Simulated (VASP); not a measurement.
All values below come from PBEsol GGA, VASP's PBE PAW potentials (set 64) (plane waves; VASP).

VASP input:

File POSCAR:
```
Ge
1
    0.0000000000     2.8373230137     2.8373230137
    2.8373230137     0.0000000000     2.8373230137
    2.8373230137     2.8373230137     0.0000000000
Ge
2
Direct
  0.0000000000   0.0000000000   0.0000000000
  0.2500000000   0.2500000000   0.2500000000
```

**KPOINTS**
```
Automatic mesh
0
Gamma
10 10 10
0 0 0
```

INCAR:
```
SYSTEM=Ge
PREC=Accurate; ENCUT=520; LREAL=F
LASPH=T
EDIFF=1E-6; NELM=100; ALGO=Normal
LMAXMIX=4
ISMEAR=1; SIGMA=0.1
GGA=PS
IBRION=2; NSW=60; ISIF=3
EDIFFG=-0.01
LWAVE=F; LCHARG=F
```

POTCAR, in this order: Ge_d (PBE.64 set). Program: vasp_std.

What VASP printed:

### OSZICAR
```
       N       E                     dE             d eps       ncg     rms          rms(c)
DAV:   1     0.160999372834E+03    0.16100E+03   -0.15512E+04  1736   0.422E+03
DAV:   2     0.107943685444E+02   -0.15021E+03   -0.14772E+03  1692   0.531E+02
DAV:   3    -0.938380889868E+01   -0.20178E+02   -0.19974E+02  1864   0.147E+02
DAV:   4    -0.100092505675E+02   -0.62544E+00   -0.62371E+00  1950   0.296E+01
DAV:   5    -0.100200172968E+02   -0.10767E-01   -0.10765E-01  1914   0.401E+00    0.323E+00
DAV:   6    -0.992125628753E+01    0.98761E-01   -0.38764E-02  2038   0.267E+00    0.186E+00
DAV:   7    -0.987010871914E+01    0.51148E-01   -0.73436E-02  1752   0.285E+00    0.161E-01
DAV:   8    -0.987116915868E+01   -0.10604E-02   -0.80528E-03  1882   0.147E+00    0.487E-02
DAV:   9    -0.987126625516E+01   -0.97096E-04   -0.33093E-04  2006   0.325E-01    0.144E-02
DAV:  10    -0.987127841770E+01   -0.12163E-04   -0.25462E-05  1890   0.595E-02    0.547E-03
DAV:  11    -0.987127990486E+01   -0.14872E-05   -0.24387E-06  1556   0.160E-02    0.132E-03
DAV:  12    -0.987127970922E+01    0.19564E-06   -0.76125E-07   920   0.185E-02
   1 F= -.98712797E+01 E0= -.98712912E+01  d E =-.987128E+01
```

OUTCAR:
```
------------------------ aborting loop because EDIFF is reached ----------------------------------------
  FORCE on cell =-STRESS in cart. coord.  units (eV):
  Direction    XX          YY          ZZ          XY          YZ          ZX
  --------------------------------------------------------------------------------------
  Total       -0.0120383     -0.0120383     -0.0120383      0.0000000      0.0000000     -0.0000000
  in kB       -0.4222024     -0.4222024     -0.4222024      0.0000000      0.0000000     -0.0000000
  external PRESSURE =      -0.4222024 kB  Pullay stress =       0.0000000 kB
  volume of cell :       45.68
      direct lattice vectors                 reciprocal lattice vectors
     0.000000000  2.837323014  2.837323014    -0.176222445  0.176222445  0.176222445
     2.837323014  0.000000000  2.837323014     0.176222445 -0.176222445  0.176222445
     2.837323014  2.837323014  0.000000000     0.176222445  0.176222445 -0.176222445
 POSITION                                       TOTAL-FORCE (eV/Angst)
 -----------------------------------------------------------------------------------
      0.00000      0.00000      0.00000        -0.000000      0.000000      0.000000
      1.41866      1.41866      1.41866         0.000000     -0.000000     -0.000000
 -----------------------------------------------------------------------------------
    total drift:                                0.000000      0.000000      0.000000
  FREE ENERGIE OF THE ION-ELECTRON SYSTEM (eV)
  ---------------------------------------------------
  free  energy   TOTEN  =        -9.8712797092 eV

  energy  without entropy=       -9.8713143157  energy(sigma->0) =       -9.87129124

 reached required accuracy - stopping structural energy minimisation
```
(Selected blocks of OUTCAR.)

The compound is Ge in the diamond structure. It was relaxed first. The start is the result of an earlier pass.
